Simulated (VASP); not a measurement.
Given:

```xyz
3
Lattice="1.8426 -3.1915 0.0000 1.8426 3.1915 0.0000 0.0000 0.0000 5.8845" Properties=species:S:1:pos:R:3 pbc="T T T"
Sn     1.8426    -3.1915     5.8845
S      1.8426     1.0638     1.4807
S      1.8426    -1.0638     4.4037
```

All values below come from optB86b-vdW, VASP's PBE PAW potentials (set 64) (plane waves; VASP 6.6.1). Numerical set-up: 520 eV cut-off, Gaussian smearing of 0.050 eV, potentials Sn_d S.

Unless said otherwise, spin-orbit coupling is left out, though it shifts the bands of the heavy elements here.

Question: Give the energies of bands 8 to 16 at the high-symmetry points, in eV from the valence-band maximum.

Answer: 
```
band      Γ      M      K      A      L      H
----  -----  -----  -----  -----  -----  -----
8     -5.68  -6.85  -7.17  -4.63  -7.01  -7.09
9     -0.69  -4.26  -3.48  -1.93  -4.74  -4.02
10    -0.69  -2.73  -3.48  -0.79  -2.36  -4.02
11    -0.43  -2.54  -3.14  -0.79  -1.79  -3.54
12    -0.43  -1.08  -1.44  -0.29  -0.77  -0.36
13    -0.01  -0.34  -1.44  -0.29  -0.71  -0.36
14     1.62   1.57   1.80   2.83   1.33   2.82
15     3.53   4.35   6.80   3.58   4.58   5.24
16     5.27   5.89   6.81   5.00   5.45   5.24
```

The gap is indirect, 1.25 eV, from the valence maximum at K-Γ at 0.78 to the conduction minimum at L-M at 0.33.

Measured: gap 2.18 eV (computed value off by -0.93 eV), as given by Joseph M. Gonzalez et al., Physical Review B (2016), arXiv:1609.04381.

The compound is SnS2 in the 1T layered structure. It was relaxed first.
